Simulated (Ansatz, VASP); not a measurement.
# Cross-check of Zn8Cu5 (Zn8Cu5 (I-43m)) between VASP and Ansatz, part 3 of 3

Wanted: the spread between two codes on one cell, functional and k mesh. Of the first pair: The structure shown is the start of the Ansatz relaxation below; VASP solves that cell, so the two are compared at the walk's first step.

VASP 6.6.1 and Ansatz 0.2.0.

So far. Step 3 (VASP: single point, r2SCAN, start cell, pair 1): The run ends at a pressure of 0.14 GPa, with forces up to 0.027 eV/Å.

### Step 5. Ansatz: relaxation, r2SCAN

Level of this step: Ansatz beside VASP: Kohn-Sham DFT, plane waves, r2SCAN (Ansatz).

This run makes the geometry at which the two programs are then compared. The cell compared in this pair holds 333.34 Å³, against 334.33 Å³ for the pair before.

The structure compared here is the end of the Ansatz relaxation.

File input.yaml:

```yaml
crystal:
  lattice:
    - [-4.3722305, 4.3722305, 4.3722305]
    - [4.3722305, -4.3722305, 4.3722305]
    - [4.3722305, 4.3722305, -4.3722305]
  atoms:
    - { symbol: Zn, position: [0.21897439, 0.21897439, 0.21897439] }
    - { symbol: Zn, position: [0.78102561, 0.0, 0.0] }
    - { symbol: Zn, position: [0.0, 0.0, 0.78102561] }
    - { symbol: Zn, position: [0.0, 0.78102561, 0.0] }
    - { symbol: Zn, position: [0.3481953, 0.62697352, 0.3481953] }
    - { symbol: Zn, position: [0.27877822, 0.0, 0.6518047] }
    - { symbol: Zn, position: [0.6518047, 0.0, 0.27877822] }
    - { symbol: Zn, position: [0.27877822, 0.6518047, 0.0] }
    - { symbol: Zn, position: [0.72122178, 0.72122178, 0.37302648] }
    - { symbol: Zn, position: [0.37302648, 0.72122178, 0.72122178] }
    - { symbol: Zn, position: [0.0, 0.6518047, 0.27877822] }
    - { symbol: Zn, position: [0.0, 0.27877822, 0.6518047] }
    - { symbol: Zn, position: [0.6518047, 0.27877822, 0.0] }
    - { symbol: Zn, position: [0.3481953, 0.3481953, 0.62697352] }
    - { symbol: Zn, position: [0.62697352, 0.3481953, 0.3481953] }
    - { symbol: Zn, position: [0.72122178, 0.37302648, 0.72122178] }
    - { symbol: Cu, position: [0.65527215, 0.65527215, 0.65527215] }
    - { symbol: Cu, position: [0.0, 0.0, 0.34472785] }
    - { symbol: Cu, position: [0.34472785, 0.0, 0.0] }
    - { symbol: Cu, position: [0.0, 0.34472785, 0.0] }
    - { symbol: Cu, position: [0.0, 0.6442649, 0.6442649] }
    - { symbol: Cu, position: [0.6442649, 0.0, 0.6442649] }
    - { symbol: Cu, position: [0.3557351, 0.0, 0.3557351] }
    - { symbol: Cu, position: [0.0, 0.3557351, 0.3557351] }
    - { symbol: Cu, position: [0.3557351, 0.3557351, 0.0] }
    - { symbol: Cu, position: [0.6442649, 0.6442649, 0.0] }
basis:
  ecutwfc: 500
  xc_grid: 2
hamiltonian:
  xc: r2scan
  pseudopotentials: { kind: paw, azcp: { folder: soft_1 } }
kpoints:
  mp_grid: { grid: [6, 6, 6] }
scf:
  occupations: { method: fermi_dirac, width: 0.05 }
  max_iter: 150
output:
  forces: true
  stress: true
relax:
  f_tol: 0.01
  max_steps: 60
  cell: {}
checkpoint:
  write: "../r2scan.run"
  compress: false
  write_wavefunctions: false
  write_every: 100000
```

Run with:

```bash
ansatz run input.yaml --threads 4 --pin off --max-ram 6594MiB --backend cpu --events-out ev --progress --plain --runs-dir out
```

Numbers of over 12 decimals in the logs are rounded to 6 here.

Log:

```text
[...]
Crystal: 26 atoms, lattice volume = 334.325 Å³
Basis set: ecut = 500 eV, 8583 PW (Γ), exchange–correlation on 120×120×120 points (8 copies of the dense FFT grid, shifted against one another)
Bands: 230, of which v1, the nominal top of the filled ones, is band 191 counted from 1 (190 counted from 0)
Symmetry: 24 space group operations
[...]
- { symbol: Cu, position: [0.0, 0.0, 0.344861] }
    - { symbol: Cu, position: [0.344861, 0.0, 0.0] }
    - { symbol: Cu, position: [0.0, 0.344861, 0.0] }
    - { symbol: Cu, position: [0, 0.644101, 0.644101] }
    - { symbol: Cu, position: [0.644101, 0, 0.644101] }
    - { symbol: Cu, position: [0.355899, 0, 0.355899] }
    - { symbol: Cu, position: [0, 0.355899, 0.355899] }
    - { symbol: Cu, position: [0.355899, 0.355899, 0] }
    - { symbol: Cu, position: [0.644101, 0.644101, 0] }
[key lines of the parts left out:]
SCF converged after 7 iterations
Free energy (F): -119526.581071 eV
Fermi energy:    13.934863 eV
P = ⅓ Tr σ = 0.0169 GPa (0.169 kbar)
```

### Step 6. VASP: single point, r2SCAN, relaxed cell, pair 2

The same cell, functional, mesh and smearing now go to VASP, with its own data sets.

File INCAR:

```
SYSTEM = Zn8Cu5
PREC = Accurate
ENCUT = 660
EDIFF = 1E-06
NELM = 120
ISMEAR = -1
SIGMA = 0.05
LREAL = .FALSE.
ALGO = Normal
METAGGA = R2SCAN
LASPH = .TRUE.
NBANDS = 176
LORBIT = 11
LWAVE = .FALSE.
LCHARG = .FALSE.
ISIF = 2
GGA_COMPAT = .FALSE.
LMIXTAU = .TRUE.
KPAR = 4
```

File POSCAR:

```
Zn8Cu5
1.0
   -4.3679349594      4.3679349594      4.3679349594
    4.3679349594     -4.3679349594      4.3679349594
    4.3679349594      4.3679349594     -4.3679349594
Zn Cu
16 10
Direct
    0.2189202802      0.2189202802      0.2189202802
    0.7810797198      0.0000000000      0.0000000000
    0.0000000000      0.0000000000      0.7810797198
    0.0000000000      0.7810797198      0.0000000000
    0.3477422073      0.6270762012      0.3477422073
    0.2793339939      0.0000000000      0.6522577927
    0.6522577927      0.0000000000      0.2793339939
    0.2793339939      0.6522577927      0.0000000000
    0.7206660061      0.7206660061      0.3729237988
    0.3729237988      0.7206660061      0.7206660061
    0.0000000000      0.6522577927      0.2793339939
    0.0000000000      0.2793339939      0.6522577927
    0.6522577927      0.2793339939      0.0000000000
    0.3477422073      0.3477422073      0.6270762012
    0.6270762012      0.3477422073      0.3477422073
    0.7206660061      0.3729237988      0.7206660061
    0.6551394434      0.6551394434      0.6551394434
    0.0000000000      0.0000000000      0.3448605566
    0.3448605566      0.0000000000      0.0000000000
    0.0000000000      0.3448605566      0.0000000000
    0.0000000000      0.6441006648      0.6441006648
    0.6441006648      0.0000000000      0.6441006648
    0.3558993352      0.0000000000      0.3558993352
    0.0000000000      0.3558993352      0.3558993352
    0.3558993352      0.3558993352      0.0000000000
    0.6441006648      0.6441006648      0.0000000000
```

File KPOINTS:

```
Automatic mesh
0
Gamma
6 6 6
0 0 0
```

The projector-augmented-wave data sets are Zn and Cu (PBE family, release 64).

Run with:

```bash
mpirun -np 4 vasp_std
```

Log:

```text
[banner, memory and clock lines left out]
running    4 mpi-ranks, on    1 nodes
[...]
[... a notice as in an earlier step ...]

 [... a notice as in an earlier step ...]

 LDA part: xc-table for (None), standard interpolation
 POSCAR, INCAR and KPOINTS ok, starting setup
[...]
entering main loop
       N       E                     dE             d eps       ncg     rms          rms(c)
DAV:   1     0.341894151207E+04    0.34189E+04   -0.15236E+05  5632   0.355E+03
DAV:   2     0.468355660157E+03   -0.29506E+04   -0.28575E+04  5632   0.849E+02
DAV:   3    -0.249939127481E+03   -0.71829E+03   -0.68741E+03  5632   0.338E+02
DAV:   4    -0.303048945175E+03   -0.53110E+02   -0.51337E+02  6368   0.110E+02
[...]
DAV:  23    -0.253799804038E+03   -0.51780E-05   -0.11516E-07  3128   0.279E-03    0.686E-04
DAV:  24    -0.253799805589E+03   -0.15506E-05   -0.27388E-07  3128   0.343E-03    0.469E-04
DAV:  25    -0.253799805448E+03    0.14100E-06   -0.59073E-08  3128   0.225E-03
   1 F= -.25379981E+03 E0= -.25377813E+03  d E =-.433604E-01
```

From OUTCAR (step 6):

```text
  Total        0.9109664      0.9109664      0.9109664     -0.0000000      0.0000000      0.0000000
  in kB        4.3784910      4.3784910      4.3784910     -0.0000000      0.0000000      0.0000000
  external PRESSURE =       4.3784910 kB  Pullay stress =       0.0000000 kB

 POSITION                                       TOTAL-FORCE (eV/Angst)
 -----------------------------------------------------------------------------------
      0.95623      0.95623      0.95623        -0.001084     -0.001084     -0.001084
     -3.41171      3.41171      3.41171        -0.001084      0.001084      0.001084
      3.41171      3.41171     -3.41171         0.001084      0.001084     -0.001084
      3.41171     -3.41171      3.41171         0.001084     -0.001084      0.001084
      2.73903      0.29880      2.73903        -0.001228      0.002211     -0.001228
      1.62891      4.06913     -1.62891         0.001228     -0.002211     -0.001228
     -1.62891      4.06913      1.62891        -0.001228     -0.002211      0.001228
      1.62891     -1.62891      4.06913         0.001228     -0.001228     -0.002211
      1.62891      1.62891      4.66674         0.001228      0.001228      0.002211
      4.66674      1.62891      1.62891         0.002211      0.001228      0.001228
      4.06913     -1.62891      1.62891        -0.002211     -0.001228      0.001228
      4.06913      1.62891     -1.62891        -0.002211      0.001228     -0.001228
     -1.62891      1.62891      4.06913        -0.001228      0.001228     -0.002211
      2.73903      2.73903      0.29880        -0.001228     -0.001228      0.002211
[...]
-----------------------------------------------------------------------------------
    total drift:                               -0.000005     -0.000005     -0.000008

  FREE ENERGIE OF THE ION-ELECTRON SYSTEM (eV)
  ---------------------------------------------------
  free  energy   TOTEN  =      -253.7998054478 eV

  energy  without entropy=     -253.7564450809  energy(sigma->0) =     -253.77812526

[... 1 part as in an earlier step ...]

[... 2 further parts left out ...]
[key lines of the parts left out:]
E-fermi :   5.0867
```

The run ends at a pressure of 0.44 GPa, with forces up to 0.0044 eV/Å.

### Step 7. Side by side

What differs besides the data sets and the points named for the pairs above, as far as they apply: the data sets hold 382 valence electrons in Ansatz (on its PAW soft_1 files) and 302 in VASP; the cutoff is 500 eV in Ansatz and 660 eV in VASP; Ansatz's pressure holds a Pulay correction, VASP's none. Total energies have different zeros and are not compared.

Both answers:

| quantity | Ansatz | VASP | difference |
| --- | --- | --- | --- |
| pressure (GPa) | 0.02 | 0.44 | -0.42 |

At this near-relaxed geometry the largest component of a force difference is 6 meV/Å.

### Step 8. Summary of results

- r.m.s. force difference (single point, r2SCAN, start cell, pair 1): 4.9 meV/Å
- difference in pressure (single point, r2SCAN, relaxed cell, pair 2): -0.42 GPa

What this shows: The difference in pressure is -0.42 GPa (single point, r2SCAN, relaxed cell, pair 2), within the 1 GPa picked in this series as the mark of a large difference. The data sets hold unlike numbers of valence electrons (382 in Ansatz and 302 in VASP), so part of the differences comes from the potentials. How closely two codes agree says nothing of how well the functional describes the real material.

[Lines on the potential files, build, host, timing and source positions are cut from VASP's logs without a mark.]

[Logs are printed without paths, hosts, clocks, repeated set-up lines and the standing remarks that a program may print on its own settings, such as how far it seeks lower states.]

[Hosts, paths, dates, database ids (printed as entryN), source tags and the programs' standing remarks are cut or masked in the printed files.]
